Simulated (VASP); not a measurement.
Input:

```
FeSi
1.0
    0.00000     2.54967     2.54967
    2.54967     0.00000     2.54967
    2.54967     2.54967     0.00000
Fe Si
1 1
Direct
  0.00000   0.00000   0.00000
  0.25000   0.25000   0.25000
```
Starting moments (μB, in the order of the record's atoms Fe Si): 1.1 -0.1.

Level of theory: PBEsol GGA, VASP's PBE PAW potentials (set 64) (plane waves; VASP). Settings: 400 eV cut-off, Gaussian smearing of 0.050 eV, potentials Fe Si.

**Question.** Give the spin-up energies of bands 1 to 9 at the high-symmetry points, in eV from the Fermi level.

**Answer.** 
```csv
band,Γ,X,U,L,W
1,-9.74,-6.28,-6.37,-7.25,-6.27
2,-2.42,-4.17,-3.61,-4.01,-3.30
3,-2.42,-1.54,-2.13,-2.23,-2.49
4,-2.42,-1.38,-1.65,-2.23,-1.74
5,-1.23,-1.38,-1.48,-1.00,-1.09
6,-1.23,-0.83,-1.05,-1.00,-0.82
7,6.73,-0.24,-0.31,-0.55,-0.59
8,6.73,1.18,0.54,4.22,0.26
9,6.73,1.18,2.16,4.22,1.32
```

**Question.** Give the spin-down energies of bands 1 to 9 at the high-symmetry points, in eV from the Fermi level.

**Answer.** 
```json
[
 {"band": "1", "Γ": "-9.77", "X": "-6.30", "U": "-6.38", "L": "-7.28", "W": "-6.28"},
 {"band": "2", "Γ": "-1.85", "X": "-3.95", "U": "-3.35", "L": "-4.00", "W": "-2.98"},
 {"band": "3", "Γ": "-1.85", "X": "-1.04", "U": "-2.04", "L": "-1.59", "W": "-2.27"},
 {"band": "4", "Γ": "-1.85", "X": "-0.80", "U": "-1.03", "L": "-1.59", "W": "-1.16"},
 {"band": "5", "Γ": "-0.14", "X": "-0.80", "U": "-0.83", "L": "0.03", "W": "-0.71"},
 {"band": "6", "Γ": "-0.14", "X": "0.34", "U": "-0.04", "L": "0.03", "W": "-0.25"},
 {"band": "7", "Γ": "6.93", "X": "0.56", "U": "0.40", "L": "0.20", "W": "0.42"},
 {"band": "8", "Γ": "6.93", "X": "1.40", "U": "1.36", "L": "4.39", "W": "1.01"},
 {"band": "9", "Γ": "6.93", "X": "1.40", "U": "2.48", "L": "4.39", "W": "2.09"}
]
```

It has no gap at this level: it comes out as a metal or semimetal.

The structure was generated: FeSi was put into the zinc blende type (F-43m), which need not be its known phase. It was relaxed first, which changed the volume by -25 %.
